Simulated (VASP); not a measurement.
```yaml
crystal:
  lattice:
    - [1.59104, 0.91859, 6.70403]
    - [-1.59104, 0.91859, 6.70403]
    - [0.00000, -1.83717, 6.70403]
  atoms:
    - { symbol: Mo, position: [0.99978, 0.99978, 0.99978] }
    - { symbol: S, position: [0.41082, 0.41082, 0.41082] }
    - { symbol: S, position: [0.25542, 0.25542, 0.25542] }
```

The numbers are results of PBE GGA, VASP's PBE PAW potentials (set 64) (plane waves; VASP), not measurements. Numerical set-up: 400 eV cut-off, 7×7×7 Γ-centred mesh, Gaussian smearing of 0.050 eV, potentials Mo_sv S.

Without a dispersion term in the relaxation, distances and binding between the weakly bound layers, chains or molecules are unreliable, and so is what depends on them.

**Question.** Predict the energy per atom (σ→0).

**Answer.** 
The energy per atom (σ→0) is -7.282 eV/atom.

Only differences to runs with the same potentials and settings are physical.

The structure comes from a computed database's MoS2 entry (R3m); how it stands against other phases isn't given here. It was relaxed first. The start is the result of an earlier pass.
